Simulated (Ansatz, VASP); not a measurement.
# C: VASP beside Ansatz

One calculation is typed for both programs; each brings its own data sets. How far apart do they land? The cell is taken from a series of runs on this material, whose earlier steps may have relaxed, scaled, displaced or heated it; both programs get it as it stands.

Program: Ansatz 0.2.0. Level of theory: plane waves, with VASP 6.6.1 beside it; relaxation of cell and atoms at r2SCAN. Results are calculated unless marked as measured.

## (1) Starting point

It takes space group P6_3/mmc (No. 194, hexagonal). The conventional cell has a = 2.520 Å, b = 2.520 Å, c = 16.461 Å, α = 90.00°, β = 90.00°, γ = 120.00°. Nearest to C lie 4 C at 1.54 Å. C has 4 C at 1.54 Å nearest. Nearest to C lie 4 C at 1.54 Å.

As a file:

```cif
data_structure
_symmetry_space_group_name_H-M 'P 1'
_symmetry_Int_Tables_number 1
_cell_length_a 2.5200
_cell_length_b 2.5200
_cell_length_c 16.4606
_cell_angle_alpha 90.000
_cell_angle_beta 90.000
_cell_angle_gamma 120.000
_cell_volume 90.53
loop_
_atom_site_label
_atom_site_type_symbol
_atom_site_fract_x
_atom_site_fract_y
_atom_site_fract_z
_atom_site_occupancy
C1 C 0.33333 0.66667 0.70312 1
C2 C 0.33333 0.66667 0.79688 1
C3 C 0.66667 0.33333 0.82812 1
C4 C 0.66667 0.33333 0.92188 1
C5 C 0.00000 0.00000 0.95312 1
C6 C 0.00000 0.00000 0.04688 1
C7 C 0.33333 0.66667 0.07812 1
C8 C 0.33333 0.66667 0.17188 1
C9 C 0.66667 0.33333 0.20312 1
C10 C 0.66667 0.33333 0.29688 1
C11 C 0.33333 0.66667 0.32812 1
C12 C 0.33333 0.66667 0.42188 1
C13 C 0.00000 0.00000 0.45312 1
C14 C 0.00000 0.00000 0.54688 1
C15 C 0.66667 0.33333 0.57812 1
C16 C 0.66667 0.33333 0.67188 1
```

## (2) VASP: relaxation of cell and atoms, r2SCAN

The relaxed volume is the usual yardstick between codes: in a stiff, nearly cubic crystal its relative difference is about their pressure difference at one cell divided by the bulk modulus.

Lines of VASP's logs that name or quote its potential files are left out, and so is its time.

INCAR

```
SYSTEM = C
PREC = Accurate
ENCUT = 660
EDIFF = 1E-07
NELM = 120
ISMEAR = -1
SIGMA = 0.02
LREAL = .FALSE.
ALGO = Normal
METAGGA = R2SCAN
LASPH = .TRUE.
NBANDS = 48
LORBIT = 11
LWAVE = .FALSE.
LCHARG = .FALSE.
ISIF = 3
IBRION = 2
NSW = 80
EDIFFG = -0.005
GGA_COMPAT = .FALSE.
NELMIN = 4
EFERMI = MIDGAP
LMIXTAU = .TRUE.
KPAR = 4
```

POSCAR

```
C
1.0
    2.5200000000      0.0000000000      0.0000000000
   -1.2600000000      2.1823840200      0.0000000000
    0.0000000000      0.0000000000     16.4605710700
C
16
Direct
    0.3333333300      0.6666666700      0.7031250000
    0.3333333300      0.6666666700      0.7968750000
    0.6666666700      0.3333333300      0.8281250000
    0.6666666700      0.3333333300      0.9218750000
    0.0000000000      0.0000000000      0.9531250000
    0.0000000000      0.0000000000      0.0468750000
    0.3333333300      0.6666666700      0.0781250000
    0.3333333300      0.6666666700      0.1718750000
    0.6666666700      0.3333333300      0.2031250000
    0.6666666700      0.3333333300      0.2968750000
    0.3333333300      0.6666666700      0.3281250000
    0.3333333300      0.6666666700      0.4218750000
    0.0000000000      0.0000000000      0.4531250000
    0.0000000000      0.0000000000      0.5468750000
    0.6666666700      0.3333333300      0.5781250000
    0.6666666700      0.3333333300      0.6718750000
```

KPOINTS

```
Automatic mesh
0
Gamma
15 15 2
0 0 0
```

Potentials, in the order of the species: C (PBE family, release 64).

On the command line:

```
$ mpirun -np 4 vasp_std
```

Numbers of over 12 decimals in the logs are rounded to 6 here.

Output:

```text
[banner, memory and clock lines left out]
running    4 mpi-ranks, on    1 nodes
 distrk:  each k-point on    1 cores,    4 groups
 distr:  one band on    1 cores,    1 groups

 POSCAR found type information on POSCAR C
 POSCAR found :  1 types and      16 ions
|                                                                             |
|               ----> ADVICE to this user running VASP <----                  |
|                                                                             |
|     You enforced a specific xc type in the INCAR file but a different       |
|     [... a line on the potential file left out ...]
|     I HOPE YOU KNOW WHAT YOU ARE DOING!                                     |
|                                                                             |

 LDA part: xc-table for (None), standard interpolation
 POSCAR, INCAR and KPOINTS ok, starting setup
 FFT: planning ... GRIDC
 FFT: planning ... GRID_SOFT
 FFT: planning ... GRID
 WAVECAR not read
 entering main loop
       N       E                     dE             d eps       ncg     rms          rms(c)
DAV:   1     0.185990750621E+03    0.18599E+03   -0.40281E+04  5184   0.163E+03
DAV:   2    -0.160644814815E+03   -0.34664E+03   -0.32597E+03  6672   0.286E+02
DAV:   3    -0.175381740457E+03   -0.14737E+02   -0.14613E+02  6824   0.526E+01
DAV:   4    -0.175572642930E+03   -0.19090E+00   -0.19020E+00  6744   0.615E+00
DAV:   5    -0.175577019664E+03   -0.43767E-02   -0.43731E-02  6488   0.830E-01    0.145E+01
DAV:   6    -0.170247012751E+03    0.53300E+01   -0.33200E+00  6128   0.822E+00    0.105E+01
DAV:   7    -0.155890247420E+03    0.14357E+02   -0.12123E+00  5888   0.714E+00    0.223E+00
DAV:   8    -0.165102433229E+03   -0.92122E+01   -0.20962E+00  5832   0.777E+00    0.248E+00
DAV:   9    -0.161538879188E+03    0.35636E+01   -0.22277E-01  6096   0.262E+00    0.165E+00
DAV:  10    -0.155216654274E+03    0.63222E+01   -0.66807E-01  5328   0.488E+00    0.103E+00
DAV:  11    -0.154919247460E+03    0.29741E+00   -0.12235E-02  6304   0.769E-01    0.103E+00
DAV:  12    -0.154780083530E+03    0.13916E+00   -0.85255E-04  6688   0.225E-01    0.986E-01
DAV:  13    -0.156941212968E+03   -0.21611E+01   -0.50208E-01  5296   0.407E+00    0.500E-01
DAV:  14    -0.156987270385E+03   -0.46057E-01   -0.69325E-03  6680   0.468E-01    0.335E-01
[...]
DAV:  22    -0.157253010730E+03    0.37918E-05   -0.17938E-06  6232   0.721E-03    0.652E-03
DAV:  23    -0.157253023038E+03   -0.12308E-04   -0.26004E-06  5808   0.112E-02    0.380E-03
DAV:  24    -0.157253019862E+03    0.31766E-05   -0.18845E-06  5840   0.104E-02    0.395E-03
DAV:  25    -0.157253022407E+03   -0.25457E-05   -0.37801E-07  5920   0.456E-03    0.315E-03
DAV:  26    -0.157253020972E+03    0.14357E-05   -0.18327E-07  4264   0.270E-03    0.216E-03
DAV:  27    -0.157253021486E+03   -0.51435E-06   -0.12584E-07  4064   0.287E-03    0.137E-03
DAV:  28    -0.157253021050E+03    0.43632E-06   -0.70745E-08  3496   0.150E-03    0.712E-04
DAV:  29    -0.157253021102E+03   -0.52676E-07   -0.88738E-09  3464   0.619E-04
   1 F= -.15725302E+03 E0= -.15725302E+03  d E =-.157253E+03
[... from here on, the cycles between the ionic steps are left out ...]
   2 F= -.15725166E+03 E0= -.15725166E+03  d E =0.136353E-02
   3 F= -.15727138E+03 E0= -.15727138E+03  d E =-.183552E-01
   4 F= -.15727273E+03 E0= -.15727273E+03  d E =-.135761E-02
   5 F= -.15727311E+03 E0= -.15727311E+03  d E =-.173488E-02
   6 F= -.15727293E+03 E0= -.15727293E+03  d E =0.181603E-03
   7 F= -.15727337E+03 E0= -.15727337E+03  d E =-.259289E-03
   8 F= -.15727338E+03 E0= -.15727338E+03  d E =-.728901E-05
 trial-energy change:   -0.000007  1 .order   -0.000007   -0.000051    0.000036
 step:   0.4354(harm=  0.4354)  dis= 0.00020  next Energy=  -157.273385 (dE=-0.149E-04)
 bond charge predicted
       N       E                     dE             d eps       ncg     rms          rms(c)
DAV:   1    -0.157273384743E+03   -0.69086E-05   -0.56168E-04  5304   0.115E-01    0.786E-03
DAV:   2    -0.157273385926E+03   -0.11827E-05   -0.14267E-05  6808   0.188E-02    0.498E-03
DAV:   3    -0.157273384705E+03    0.12212E-05   -0.14138E-06  6640   0.675E-03    0.168E-03
DAV:   4    -0.157273385507E+03   -0.80223E-06   -0.65714E-07  6112   0.417E-03    0.843E-04
DAV:   5    -0.157273385239E+03    0.26799E-06   -0.90855E-08  3728   0.182E-03    0.336E-04
DAV:   6    -0.157273385441E+03   -0.20213E-06   -0.15319E-08  3376   0.657E-04    0.155E-04
DAV:   7    -0.157273385327E+03    0.11417E-06   -0.42709E-09  3256   0.384E-04    0.481E-05
DAV:   8    -0.157273385392E+03   -0.64887E-07   -0.13479E-09  3224   0.248E-04
   9 F= -.15727339E+03 E0= -.15727339E+03  d E =-.149355E-04
 curvature:  -0.23 expect dE=-0.106E-06 dE for cont linesearch -0.569E-11
 trial: gam= 0.00717 g(F)=  0.392E-06 g(S)=  0.663E-07 ort = 0.423E-07 (trialstep = 0.683E+00)
 search vector abs. value=  0.462E-06
 reached required accuracy - stopping structural energy minimisation
```

From OUTCAR (step 2):

```text
ion  position               nearest neighbor table
   1  0.333  0.667  0.703-  16 1.54  16 1.54   2 1.54  16 1.54
   2  0.333  0.667  0.797-   3 1.54   3 1.54   1 1.54   3 1.54
   3  0.667  0.333  0.828-   2 1.54   2 1.54   4 1.54   2 1.54
   4  0.667  0.333  0.922-   5 1.54   3 1.54   5 1.54   5 1.54
   5  0.000  0.000  0.953-   4 1.54   6 1.54   4 1.54   4 1.54
   6  0.000  0.000  0.047-   7 1.54   5 1.54   7 1.54   7 1.54
   7  0.333  0.667  0.078-   6 1.54   8 1.54   6 1.54   6 1.54
   8  0.333  0.667  0.172-   9 1.54   9 1.54   7 1.54   9 1.54
   9  0.667  0.333  0.203-   8 1.54   8 1.54  10 1.54   8 1.54
  10  0.667  0.333  0.297-  11 1.54  11 1.54   9 1.54  11 1.54
  11  0.333  0.667  0.328-  10 1.54  10 1.54  12 1.54  10 1.54
  12  0.333  0.667  0.422-  13 1.54  11 1.54  13 1.54  13 1.54
  13  0.000  0.000  0.453-  12 1.54  14 1.54  12 1.54  12 1.54
  14  0.000  0.000  0.547-  15 1.54  13 1.54  15 1.54  15 1.54
  15  0.667  0.333  0.578-  14 1.54  16 1.54  14 1.54  14 1.54
  16  0.667  0.333  0.672-   1 1.54   1 1.54  15 1.54   1 1.54

  LATTYP: Found a hexagonal cell.
 ALAT       =     2.5200000000
 C/A-ratio  =     6.5319726468

 Subroutine GETGRP returns: Found 24 space group operations
 (whereof 12 operations were pure point group operations)

The static configuration has the point symmetry D_3d.
 The point group associated with its full space group is D_6h.

 Found     54 irreducible k-points:

   k-points           NKPTS =     54   k-points in BZ     NKDIM =     54   number of bands    NBANDS=     48

   dimension x,y,z NGX =    24 NGY =   24 NGZ =  140
   dimension x,y,z NGXF=    48 NGYF=   48 NGZF=  280

   ENCUT  =  660.0 eV  48.51 Ry    6.96 a.u.   5.28  5.28 34.48*2*pi/ulx,y,z

   NELECT =      64.0000    total number of electrons

 k-points in reciprocal lattice and weights: Automatic mesh
   0.00000000  0.00000000  0.00000000       0.002
   0.06666667  0.00000000  0.00000000       0.013
   0.13333333 -0.00000000  0.00000000       0.013
   0.20000000  0.00000000  0.00000000       0.013
   0.26666667 -0.00000000  0.00000000       0.013
   0.33333333 -0.00000000  0.00000000       0.013
   0.40000000  0.00000000  0.00000000       0.013
   0.46666667 -0.00000000  0.00000000       0.013
   0.06666667  0.06666667  0.00000000       0.013
[...]
0.33333333  0.26666667  0.50000000       0.027
   0.33333333  0.33333333  0.50000000       0.004

 average (electrostatic) potential at core
       1 -47.3854       2 -47.3854       3 -47.3777       4 -47.3741       5 -47.3696
       6 -47.3696       7 -47.3741       8 -47.3777       9 -47.3854      10 -47.3854
      11 -47.3777      12 -47.3741      13 -47.3696      14 -47.3696      15 -47.3741
      16 -47.3777

 E-fermi :  12.1592

 k-point     1 :       0.0000    0.0000    0.0000
  band No.  band energies     occupation
    ...
     28       9.1963      2.00000
     29       9.1963      2.00000
     30       9.7307      2.00000
     31       9.8491      2.00000
     32       9.8491      2.00000
     33      15.5305      0.00000
     34      15.5305      0.00000
     35      15.6348      0.00000
     36      16.2696      0.00000
     37      16.2696      0.00000
    ...

 k-point     2 :       0.0667    0.0000    0.0000
  band No.  band energies     occupation
    ...
     28       8.9291      2.00000
     29       9.0031      2.00000
     30       9.3404      2.00000
     31       9.5514      2.00000
     32       9.6701      2.00000
     33      15.6007      0.00000
     34      15.7983      0.00000
     35      15.8340      0.00000
     36      16.2359      0.00000
     37      16.4315      0.00000
    ...

 k-point     3 :       0.1333   -0.0000    0.0000
  band No.  band energies     occupation
    ...
     28       8.0854      2.00000
     29       8.4585      2.00000
     30       8.4914      2.00000
     31       9.1091      2.00000
     32       9.1902      2.00000
     33      15.3736      0.00000
     34      15.7828      0.00000
     35      16.1627      0.00000
     36      16.4812      0.00000
     37      16.5356      0.00000
    ...

  Total       -0.0028096     -0.0028096     -0.0024889      0.0000000      0.0000000      0.0000000
  in kB       -0.0498360     -0.0498360     -0.0441472      0.0000000      0.0000000      0.0000000
  external PRESSURE =      -0.0479397 kB  Pullay stress =       0.0000000 kB

  energy-cutoff  :      660.00
  volume of cell :       90.33
      direct lattice vectors                 reciprocal lattice vectors
     2.513873917 -0.000000000 -0.000000000     0.397792424  0.229665563  0.000000000
    -1.256936958  2.177078676 -0.000000000     0.000000000  0.459331126  0.000000000
     0.000000000 -0.000000000 16.504287906     0.000000000  0.000000000  0.060590315

 POSITION                                       TOTAL-FORCE (eV/Angst)
 -----------------------------------------------------------------------------------
     -0.00000      1.45139     11.59545         0.000000     -0.000000      0.000402
     -0.00000      1.45139     13.16098         0.000000      0.000000     -0.000402
      1.25694      0.72569     13.67863         0.000000      0.000000      0.001099
      1.25694      0.72569     15.21914        -0.000000     -0.000000     -0.000545
     -0.00000      0.00000     15.73350         0.000000      0.000000      0.000603
      0.00000     -0.00000      0.77078        -0.000000     -0.000000     -0.000603
     -0.00000      1.45139      1.28514         0.000000      0.000000      0.000545
     -0.00000      1.45139      2.82565        -0.000000     -0.000000     -0.001099
      1.25694      0.72569      3.34330         0.000000      0.000000      0.000402
      1.25694      0.72569      4.90884        -0.000000      0.000000     -0.000402
     -0.00000      1.45139      5.42649         0.000000     -0.000000      0.001099
     -0.00000      1.45139      6.96700         0.000000      0.000000     -0.000545
      0.00000     -0.00000      7.48136        -0.000000      0.000000      0.000603
     -0.00000      0.00000      9.02293         0.000000      0.000000     -0.000603
      1.25694      0.72569      9.53729        -0.000000     -0.000000      0.000545
      1.25694      0.72569     11.07780        -0.000000     -0.000000     -0.001099
 -----------------------------------------------------------------------------------
    total drift:                                0.000000      0.000000      0.000000

  FREE ENERGIE OF THE ION-ELECTRON SYSTEM (eV)
  ---------------------------------------------------
  free  energy   TOTEN  =      -157.2733853918 eV

  energy  without entropy=     -157.2733853918  energy(sigma->0) =     -157.27338539

 reached required accuracy - stopping structural energy minimisation

 total charge
# of ion       s       p       d       tot
------------------------------------------
    1        0.844   1.735   0.000   2.579
    2        0.844   1.735   0.000   2.579
    3        0.845   1.745   0.000   2.589
    4        0.844   1.748   0.000   2.593
    5        0.845   1.748   0.000   2.593
    6        0.845   1.748   0.000   2.593
    7        0.844   1.748   0.000   2.593
    8        0.845   1.745   0.000   2.589
    9        0.844   1.735   0.000   2.579
   10        0.844   1.735   0.000   2.579
   11        0.845   1.745   0.000   2.589
   12        0.844   1.748   0.000   2.593
   13        0.845   1.748   0.000   2.593
   14        0.845   1.748   0.000   2.593
   15        0.844   1.748   0.000   2.593
   16        0.845   1.745   0.000   2.589
--------------------------------------------------
tot         13.509  27.904   0.000  41.414

[... 3 further parts left out ...]
```

CONTCAR:

```
C
   1.00000000000000
     2.5138739168259026   -0.0000000000000000   -0.0000000000000000
    -1.2569369584129513    2.1770786763275565   -0.0000000000000000
     0.0000000000000000   -0.0000000000000000   16.5042879057480434
  C
    16
Direct
     0.3333333300000021    0.6666666699999979    0.7025718429461433
     0.3333333300000021    0.6666666699999979    0.7974281570538567
     0.6666666699999979    0.3333333300000021    0.8287927047585926
     0.6666666699999979    0.3333333300000021    0.9221327451222421
     0.0000000000000000    0.0000000000000000    0.9532979071705566
     0.0000000000000000    0.0000000000000000    0.0467020928294435
     0.3333333300000021    0.6666666699999979    0.0778672548777579
     0.3333333300000021    0.6666666699999979    0.1712072952414075
     0.6666666699999979    0.3333333300000021    0.2025718429461433
     0.6666666699999979    0.3333333300000021    0.2974281570538568
     0.3333333300000021    0.6666666699999979    0.3287927047585925
     0.3333333300000021    0.6666666699999979    0.4221327451222421
     0.0000000000000000    0.0000000000000000    0.4532979071705565
     0.0000000000000000    0.0000000000000000    0.5467020928294434
     0.6666666699999979    0.3333333300000021    0.5778672548777579
     0.6666666699999979    0.3333333300000021    0.6712072952414074
```

(Continued in part 2 of 2.)

[Lines on the potential files, build, host, timing and source positions are cut from VASP's logs without a mark.]

[Logs are printed without paths, hosts, clocks, repeated set-up lines and the standing remarks that a program may print on its own settings, such as how far it seeks lower states.]

[Hosts, paths, dates, database ids (printed as entryN), source tags and the programs' standing remarks are cut or masked in the printed files.]
